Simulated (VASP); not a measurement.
SbAu$_{3}$ (space group I4/mmm): computed properties

All values below come from PBEsol GGA, VASP's PBE PAW potentials (set 64) (plane waves; VASP).

For SbAu₃, the space group comes out as I4/mmm (139) and the cell is a = 4.1884 Å, b = 4.1884 Å, c = 8.5657 Å, α = 90.00°, β = 90.00°, γ = 90.00°. The volume per atom comes out as 18.78 Å³/atom. The band gap (over mesh and band path) is none (metal, semimetal or under 0.01 eV). The density comes out as 15.75 g/cm³.

```yaml
crystal:
  lattice:
    - [-2.09422, 2.09422, 4.28286]
    - [2.09422, -2.09422, 4.28286]
    - [2.09422, 2.09422, -4.28286]
  atoms:
    - { symbol: Sb, position: [0.00000, 0.00000, 0.00000] }
    - { symbol: Au, position: [0.75000, 0.25000, 0.50000] }
    - { symbol: Au, position: [0.25000, 0.75000, 0.50000] }
    - { symbol: Au, position: [0.50000, 0.50000, 0.00000] }
```

Unless said otherwise, spin-orbit coupling is left out, though it shifts the bands of the heavy elements here.

The structure comes from a computed database's SbAu3 entry (I4/mmm); how it stands against other phases isn't given here. It was relaxed first, which changed the volume by -6 %. Symmetry was kept, so distortions that lower it aren't found.
